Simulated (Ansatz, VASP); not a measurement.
**Two plane-wave programs on OsPd**

```
CELL_PARAMETERS angstrom
3.79739 0.00000 0.00000
0.00000 3.79739 0.00000
0.00000 0.00000 3.99369
ATOMIC_POSITIONS crystal
Os 0.00000 0.00000 0.00000
Os 0.50000 0.50000 0.00000
Pd 0.00000 0.50000 0.50000
Pd 0.50000 0.00000 0.50000
```

Alike in both runs: functional PBE; k mesh 7 × 7 × 8; occupations methfessel-paxton of order 1, width 0.0343 eV; no spin polarisation.

Ansatz relaxed the structure, and its values are those at the end. VASP's run is a single point on that final structure, the one shown.

|  | VASP | Ansatz |
| --- | --- | --- |
| version | VASP 6.6.1 | Ansatz 0.2.0 |
| potentials or method | VASP PAW PBE potentials, release 64 (Os, Pd) | PAW plane waves |
| plane-wave cutoff (eV) | 520 | 420 |
| valence electrons in the cell | 36 | 68 |

```tsv
	VASP	Ansatz	Ansatz less VASP
pressure (GPa)	4.6	5.0	+0.40
```

The two sets of potentials don't hold the same shells in valence.

Spin-orbit coupling is left out, which matters for the levels of Os.
